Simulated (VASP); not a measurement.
Here is the system:

```
CELL_PARAMETERS angstrom
      4.01555     0.00000     0.00000
      0.00000     4.01555     0.00000
      0.00000     0.00000     4.01555
ATOMIC_POSITIONS crystal
  Ba 0.00000 0.00000 0.00000
  Ti 0.50000 0.50000 0.50000
  O  0.50000 0.00000 0.50000
  O  0.00000 0.50000 0.50000
  O  0.50000 0.50000 0.00000
```

Calculation: TPSS meta-GGA, VASP's PBE PAW potentials (set 64) (plane waves; VASP). Settings: 520 eV cut-off, 6×6×6 Γ-centred mesh, tetrahedra with Blöchl corrections, potentials Ba_sv Ti_sv O.

The cores are frozen, which limits the accuracy of field gradients.

Give the principal components of the electric field gradient (V/Å²) and the asymmetry η at each nucleus.

```
atom    Vxx    Vyy   Vzz     η
----  -----  -----  ----  ----
Ba1     0.0    0.0   0.0     -
Ti2     0.0    0.0   0.0     -
O3    -11.1  -11.1  22.3  0.00
O4    -11.1  -11.1  22.3  0.00
O5    -11.1  -11.1  22.3  0.00
```

The compound is BaTiO3 in the cubic perovskite structure, the ideal cubic form; the compound distorts at low or room temperature. It was relaxed first.
